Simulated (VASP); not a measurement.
Data:

```xyz
3
Lattice="1.5379 -2.7109 0.0000 1.5379 2.7109 0.0000 0.0000 0.0000 3.4288" Properties=species:S:1:pos:R:3 pbc="T T T"
Hf     0.0000     0.0000     0.0000
B      1.5379     0.9036     1.7144
B      1.6343    -0.9036     1.7144
```

These are PBE GGA, VASP's PBE PAW potentials (set 64) (plane waves; VASP) values and carry that method's errors. Run with PREC = Normal, 520 eV cut-off, 10×10×8 Γ-centred mesh, first-order Methfessel-Paxton smearing of 0.10 eV, potentials Hf_pv B.

Unless said otherwise, spin-orbit coupling is left out, though it shifts the bands of the heavy elements here.

Task: Estimate the energy per atom (σ→0), pressure, largest force, band gap (on the k-mesh) with the smallest direct gap where there is one.

Result: 
```yaml
band gap (on the k-mesh): none (metal, semimetal or under 0.01 eV)
energy per atom (σ→0): -844.5 kJ/mol of atoms
pressure: 12.77 GPa
largest_force: 1.849 eV/Å
```

Total energies compare only between runs with the same potentials, cut-off and functional.

The compound is HfB2 in the AlB2 type structure. The cell was not relaxed at this level, atoms are displaced from their ideal sites. The run is one of a series of settings (PREC = Normal against the base run), some of them coarse on purpose.
